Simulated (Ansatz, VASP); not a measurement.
This is a calculation of BaMg7 for Ansatz 0.2.0. The cell comes from a database or a generator and needn't be the stable form of this composition.

File input.yaml:

```yaml
crystal:
  lattice:
    - [6.9428746415, 0.0, 0.0]
    - [-3.4714373207, 6.0127058148, 0.0]
    - [0.0, 0.0, 5.304635]
  atoms:
    - { symbol: Ba, position: [0.0, 0.0, 0.5] }
    - { symbol: Mg, position: [0.6666666667, 0.3333333333, 0.0] }
    - { symbol: Mg, position: [0.63965, 0.819825, 0.0] }
    - { symbol: Mg, position: [0.180175, 0.819825, 0.0] }
    - { symbol: Mg, position: [0.180175, 0.36035, 0.0] }
    - { symbol: Mg, position: [0.494158, 0.988316, 0.5] }
    - { symbol: Mg, position: [0.494158, 0.505842, 0.5] }
    - { symbol: Mg, position: [0.011684, 0.505842, 0.5] }
hamiltonian:
  xc: pbesol
  pseudopotentials: { kind: paw }
kpoints:
  mp_grid: { grid: [5, 5, 5] }
scf:
  occupations: { method: gaussian, width: 0.02 }
output:
  forces: true
  stress: true
  eigenvalues: true
```

Potentials or basis: Ansatz PAW.

The run is started by

```sh
$ ansatz run input.yaml --threads 4 --pin off --max-ram 11264MiB --backend cpu --events-out ev --progress --plain --runs-dir out
```

Set up the same calculation for VASP 6.6.1. Potentials or basis there: PBE PAW files Ba_sv, Mg, 520 eV.

As run (cutoffs and basis follow the program's own potentials, and thresholds, step limits or extra output files can differ):

File INCAR:

```
SYSTEM = BaMg7
PREC = Accurate ; ENCUT = 520
EDIFF = 1E-6 ; ISMEAR = 0
SIGMA = 0.02 ; LREAL = .FALSE.
LASPH = .TRUE. ; NELM = 60
ALGO = Fast ; ISIF = 2
LWAVE = .FALSE. ; LCHARG = .FALSE.
GGA = PS ; NBANDS = 22
```

File KPOINTS:

```
regular mesh
0
G
  5 5 5
  0 0 0
```

The input POSCAR:

```
BaMg7
6.9429
    0.999996347564      0.000000000000      0.000000000000
   -0.499998173775      0.866022240678      0.000000000000
    0.000000000000      0.000000000000      0.764037361909
Ba Mg
1 7
Direct
    0.0000000000      0.0000000000      0.5000000000
    0.6666666667      0.3333333333      0.0000000000
    0.6396500000      0.8198250000      0.0000000000
    0.1801750000      0.8198250000      0.0000000000
    0.1801750000      0.3603500000      0.0000000000
    0.4941580000      0.9883160000      0.5000000000
    0.4941580000      0.5058420000      0.5000000000
    0.0116840000      0.5058420000      0.5000000000
```

Potentials or basis: VASP PAW PBE potentials, release 64 (Ba_sv, Mg).

Command:

```bash
$ cat potpaw_PBE.64/Ba_sv/POTCAR potpaw_PBE.64/Mg/POTCAR > POTCAR
$ mpirun -np 1 vasp_std > vasp.out
```

Both were run:

|  | Ansatz | VASP |
| --- | --- | --- |
| Pressure | -0.8 GPa | -0.8 GPa |

Ansatz's pressure holds a Pulay term of +0.00 GPa for its cutoff of 420 eV, which the other run lacks.

The potentials hold 80 and 24 valence electrons a cell.

Ansatz's potentials were made for PBE. VASP's potentials were made for PBE.

Where Ansatz's input types no cutoff or centring, it takes its own default and a Γ-centred mesh.

Pressure is positive in compression.
